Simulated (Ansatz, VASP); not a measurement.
**In3Sb in two plane-wave programs**

Aim: how closely do two programs agree when they are given the same cell, functional and k mesh? The cell is generated by rule, not measured, and may not be a known phase. The cell is taken from a series of runs on this material, whose earlier steps may have relaxed, scaled, displaced or heated it; both programs get it as it stands.

Main program and level: Ansatz 0.2.0; plane waves, with VASP 6.6.1 beside it; zone-centre phonons at PBEsol.

The structure was built from a prototype and need not be the compound's stable phase.

## 1. The starting structure

Symmetry: P4/nmm, No. 129, tetragonal system. The conventional cell has a = 5.717 Å, b = 5.717 Å, c = 6.466 Å, α = 90.00°, β = 90.00°, γ = 90.00°. Nearest to Sb lie 6 In at 3.02 to 3.38 Å. Nearest to In lie 4 Sb at 3.02 Å and 2 In at 3.23 Å. Nearest to In lie 6 In at 3.07 to 3.23 Å. Nearest to In lie 4 In at 3.07 Å and 2 Sb at 3.09 to 3.38 Å. Farther neighbours are not listed.

## 2. Ansatz: zone-centre phonons, PBEsol

Ansatz runs on its default PAW (the set named soft_2) files.

Second derivatives magnify differences that forces hide, and they need a tight electronic threshold.

Contents of input.yaml:

```yaml
crystal:
  lattice:
    - [5.7168935068, 0.0, 0.0]
    - [0.0, 5.7168935068, 0.0]
    - [0.0, 0.0, 6.4657972354]
  atoms:
    - { symbol: Sb, position: [0.0, 0.5, 0.3478836946] }
    - { symbol: Sb, position: [0.5, 0.0, 0.6521163054] }
    - { symbol: In, position: [0.5, 0.5, 0.5] }
    - { symbol: In, position: [0.0, 0.0, 0.0] }
    - { symbol: In, position: [0.5, 0.5, 0.0] }
    - { symbol: In, position: [0.0, 0.0, 0.5] }
    - { symbol: In, position: [0.0, 0.5, 0.8250097042] }
    - { symbol: In, position: [0.5, 0.0, 0.1749902958] }
kpoints:
  mp_grid: { grid: [6, 6, 6] }
hamiltonian:
  xc: pbesol
scf:
  occupations: { method: methfessel_paxton, width: 0.15 }
output:
  eigenvalues: true
phonons:
  method: dfpt
```

Run with:

```bash
> ansatz run input.yaml --threads 4 --pin off --max-ram 7168MiB --backend cpu --events-out ev --progress --plain --runs-dir out
```

Numbers of over 12 decimals in the logs are rounded to 6 here.

Output:

```text
zone centre: on kpoints.mp_grid the ground state, and the responses unless they are solved on pairs of k-points, stand on 64 of the mesh's 216 k-points, reduced under 4 symmetry operations, with k and −k counted as one. Each operation leaves every solved displacement unchanged or reverses it
Engine: ansatz 0.2.0, aarch64-unknown-linux-gnu
Pseudopotentials: kind: paw
Pseudopotential: Sb, paw, valence charge 15, recommended cutoff 420 eV (normal), Sb.paw.azcp
Pseudopotential: In, paw, valence charge 13, recommended cutoff 420 eV (normal), In.paw.azcp
Functional definition: PBEsol
  exchange = pbesol_x
  correlation = pbesol_c
Crystal: 8 atoms, lattice volume = 211.321 Å³
Basis set: ecut = 420 eV, 4145 PW (Γ), exchange–correlation on 80×80×90 points (8 copies of the dense FFT grid, shifted against one another)
Bands: 65, of which v1, the nominal top of the filled ones, is band 54 counted from 1 (53 counted from 0)
Symmetry: 16 space group operations
k-points: 64 of 216 (irreducible under 4 space group operations, time reversal used)
Non-local potential: Sb, projectors of the file, l = 0: 2, l = 1: 2, l = 2: 2, l = 3: 2
Non-local potential: In, projectors of the file, l = 0: 2, l = 1: 2, l = 2: 2, l = 3: 2
PAW form: soft (Blöchl's): semilocal exchange-correlation on the pseudo side does not see the compensation charge
PAW frozen core: Sb, regenerated for the run's functional, and the local potential with it (the file was generated under x = pbe(κ = 0.804, μ = 0.219515), c = pbe(β = 0.066725))
PAW frozen core: In, regenerated for the run's functional, and the local potential with it (the file was generated under x = pbe(κ = 0.804, μ = 0.219515), c = pbe(β = 0.066725))
PAW one-centre angular grid: Sb, 590 points (default); XC on 64 Gauss nodes
PAW one-centre angular grid: In, 590 points (default); XC on 64 Gauss nodes
Initial density: superposition of atomic densities (neutral atoms: chi_scale 0, normalization atom), corrected by the library's trained network
Initial wavefunctions: pseudopotential atomic-orbital guess
Functional: x = pbesol(κ = 0.804, μ = 0.123457), c = pbesol(β = 0.046)
SCF iter   1: F=—  HF=-45968.419075 eV  |F-HF|=—  |Δ(HF+E_count)|=         —  Δρ=3.05e-3  dr2=1.74e-2  ethr=1.77e-3  ⟨swp⟩=7.0  Hψ=16786  notcnv=0
preconditioner: auto → Kerker (q_TF=auto, 2.440 Å⁻¹)  [metal: Δε(μ)=0.056 eV  Ē_g=13.920 eV  σ=0.150 eV  W_gap=0.30  n_scr=48 (ndim 8)  ℏωp=24.0 eV  f_vac=0.000  D(μ)=4.11/eV (n_scr^D=26)]
SCF iter   2: F=—  HF=-45968.404752 eV  |F-HF|=—  |Δ(HF+E_count)|=   1.43e-2  S|Δr|=    0.00e0  Δρ=1.60e-3  dr2=5.45e-3  ethr=1.61e-5  ⟨swp⟩=2.1  Hψ=7446  notcnv=0
SCF iter   3: F=—  HF=-45968.402787 eV  |F-HF|=—  |Δ(HF+E_count)|=   1.97e-3  S|Δr|=    0.00e0  Δρ=4.54e-4  dr2=3.26e-4  ethr=5.04e-6  ⟨swp⟩=2.0  Hψ=7346  notcnv=0
SCF iter   4: F=—  HF=-45968.402678 eV  |F-HF|=—  |Δ(HF+E_count)|=   1.09e-4  S|Δr|=    0.00e0  Δρ=1.77e-4  dr2=1.07e-4  ethr=3.01e-7  ⟨swp⟩=2.0  Hψ=7328  notcnv=0
SCF iter   5: F=—  HF=-45968.402659 eV  |F-HF|=—  |Δ(HF+E_count)|=   1.96e-5  S|Δr|=    0.00e0  Δρ=7.29e-5  dr2=1.91e-5  ethr=9.88e-8  ⟨swp⟩=1.3  Hψ=3933  notcnv=0
SCF iter   6: F=—  HF=-45968.402652 eV  |F-HF|=—  |Δ(HF+E_count)|=   7.04e-6  S|Δr|=    0.00e0  Δρ=1.68e-5  dr2=9.15e-7  ethr=1.77e-8  ⟨swp⟩=2.7  Hψ=7144  notcnv=0
SCF iter   7: F=—  HF=-45968.402593 eV  |F-HF|=—  |Δ(HF+E_count)|=   5.88e-5  S|Δr|=    0.00e0  Δρ=2.73e-6  dr2=3.72e-8  ethr=8.47e-10  ⟨swp⟩=2.0  Hψ=7346  notcnv=0
SCF iter   8: F=—  HF=-45968.402593 eV  |F-HF|=—  |Δ(HF+E_count)|=   7.37e-9  S|Δr|=    0.00e0  Δρ=6.93e-7  dr2=1.16e-9  ethr=3.45e-11  ⟨swp⟩=2.0  Hψ=7372  notcnv=0
SCF iter   9: F=—  HF=-45968.402593 eV  |F-HF|=—  |Δ(HF+E_count)|=  3.27e-10  S|Δr|=    0.00e0  Δρ=2.02e-7  dr2=1.44e-10  ethr=1.07e-12  ⟨swp⟩=2.0  Hψ=7371  notcnv=0
SCF iter  10: F=-45968.402593 eV  HF=-45968.402593 eV  |F-HF|=7.28e-12  |Δ(HF+E_count)|=  2.18e-11  S|Δr|=    0.00e0  Δρ=4.95e-8  dr2=9.12e-12  ethr=1.00e-12  ⟨swp⟩=10.2  Hψ=22923  notcnv=0
SCF 1 converged in 10 iterations: F = -45968.402593 eV  dr2 = 9.12e-12
  greatest PAW one-centre occupation: 0.996 electrons in one spin orbital (limit 2), on the Sb atom at site 1 (counted from 0), in its partial waves of l = 2
DFPT response loops at Γ: preconditioner auto → Kerker (q_TF=auto, 2.440 Å⁻¹) (partly filled bands, converged f_vac=0.000); β = 1.00, the filter's whole step (`scf.mixing.beta` (0.50) is not read by the response loops under this deck's `scf.mixing.preconditioner`; to damp them name `kerker` or `kerker_dos`, under which they read `scf.mixing.beta`, and type it under 1.00, their step now; both keys bind the ground state too); Broyden in place of MSR1
SCF converged after 10 iterations
Stability not checked: this state was not tested for a lower state beside it, because cold or Methfessel-Paxton smearing, or corrected tetrahedra, fill the levels in a way that the test cannot read (fill_not_monotonic; see scf.lower_state_search)
Free energy (F): -45968.402593 eV
Harris-Foulkes:  -45968.402593 eV  (|F-HF|=7.28e-12)
Internal energy: -45968.401838 eV  (E = F + TS)
E sigma→0 (E₀):  -45968.402404 eV
Entropy (-TS):   -0.000755 eV (-0.094 meV/atom)
Fermi energy:    10.232522 eV
--- Per-component energies (eV) ---
  E_band       = -453.972584
  E_kinetic    = 1868.088512
  E_local      = -9533.964920  (includes V_loc(G=0)·N_el)
  E_nonlocal   = 2933.279876
  E_hartree    = 3929.804423
  E_xc         = -1559.929527
  E_vxc        = -796.887012  (∫ρ·V_xc dr)
  E_paw        = -33490.419660  (= ΣΔE_a)
  E_vpaw       = -2784.098004  (= ΣTr[D̂ρ^β])
  E_aug_tail   = 0.000147  (compensation charges beyond the density's cutoff)
  E_ewald      = -10117.339818
  E_core_change = 2.079129  (= ΣΔE_core)
  E_smearing   = -0.000755  (= −TS)
  E_closure    = -0.000000  (closes the sum)
  Σ components = -45968.402593   (vs F -45968.402593, Δ=0.00e0)
--- Band table (eV; the first three rows and the last of 64) ---
  k-point 0: bands = [... 50 lower, 8.6587, 8.6587, 9.1006, 9.5930, 9.6156, 9.6156, 10.7889, 10.7889, ... 7 higher]
  k-point 1: bands = [... 50 lower, 8.4830, 8.4830, 9.3472, 9.3472, 9.4780, 10.5079, 11.1621, 11.1621, ... 7 higher]
  k-point 2: bands = [... 50 lower, 7.9084, 8.6277, 9.3648, 9.3648, 10.2237, 10.6624, 11.1811, 11.1811, ... 7 higher]
  k-point 63: bands = [... 50 lower, 10.2064, 10.2064, 11.3297, 11.3297, 11.8123, 11.8123, 12.8310, 12.8310, ... 7 higher]
--- Phonons (Γ-DFPT): 8 representative perturbations + reference, on 64 of 216 k-points (Σ response iterations 24) ---
  k mesh reduced under 4 symmetry operations, with k and −k counted as one. Each operation leaves every solved displacement unchanged or reverses it
  ASR residual: 1.074e-4 → 0.000e0 eV/Å²; symmetrization residual: 8.144e-5 eV/Å²
  ASR residual per site (eV/Å²): 1.07e-4 1.07e-4 9.28e-5 3.22e-5 3.22e-5 9.28e-5 7.83e-5 7.83e-5
  Γ frequencies (cm⁻¹): -10.35 -10.35 0.00 0.00 0.00 24.90 34.01 34.01 34.53 40.58 40.58 46.09 92.86 94.14 97.71 101.40 102.91 102.91 108.43 108.43 117.25 117.25 126.69 126.69
  non-analytic LO–TO correction: not included (Born effective charges unavailable; polar crystals: no LO–TO splitting at Γ)
```

In the SCF lines HF is the Harris–Foulkes energy and dr2 the Hartree energy of the density residual, in eV; the loop may stop once dr2 is under the threshold and the program's other checks hold. Hψ counts applications of the Hamiltonian.

(Continued in part 2 of 3.)

[Lines on the potential files, build, host, timing and source positions are cut from VASP's logs without a mark.]

[Logs are printed without paths, hosts, clocks, repeated set-up lines and the standing remarks that a program may print on its own settings, such as how far it seeks lower states.]

[Hosts, paths, dates, database ids (printed as entryN), source tags and the programs' standing remarks are cut or masked in the printed files.]
